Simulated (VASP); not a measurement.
```xyz
2
Lattice="0.0000 3.7131 3.7131 3.7131 0.0000 3.7131 3.7131 3.7131 0.0000" Properties=species:S:1:pos:R:3 pbc="T T T"
K      0.0000     0.0000     0.0000
I      3.7131     3.7131     3.7131
```

Level of theory: RPBE GGA, VASP's PBE PAW potentials (set 64) (plane waves; VASP 6.6.1). Settings: 520 eV cut-off, Gaussian smearing of 0.050 eV, potentials K_sv I.

Unless said otherwise, spin-orbit coupling is left out, though it shifts the bands of the heavy elements here.

Q: Give the energies of bands 6 to 11 at the high-symmetry points, in eV from the valence-band maximum.

A: 
```json
[
 {"band": "6", "Γ": "0.00", "X": "-0.75", "U": "-0.63", "L": "-0.96", "W": "-0.54"},
 {"band": "7", "Γ": "0.00", "X": "-0.28", "U": "-0.55", "L": "-0.22", "W": "-0.54"},
 {"band": "8", "Γ": "0.00", "X": "-0.28", "U": "-0.27", "L": "-0.22", "W": "-0.42"},
 {"band": "9", "Γ": "3.94", "X": "5.35", "U": "5.86", "L": "5.62", "W": "6.43"},
 {"band": "10", "Γ": "6.68", "X": "5.65", "U": "6.41", "L": "7.43", "W": "6.58"},
 {"band": "11", "Γ": "6.68", "X": "8.00", "U": "7.48", "L": "8.00", "W": "6.58"}
]
```

The gap is direct, 3.94 eV, from the valence maximum at Γ to the conduction minimum at Γ.

Measured: gap 6.10 eV (computed value off by -2.16 eV), as given by Aguado et al., (1998), arXiv:cond-mat/9809176.

The compound is KI in the rock salt structure. It was relaxed first, which changed the volume by +16 %.
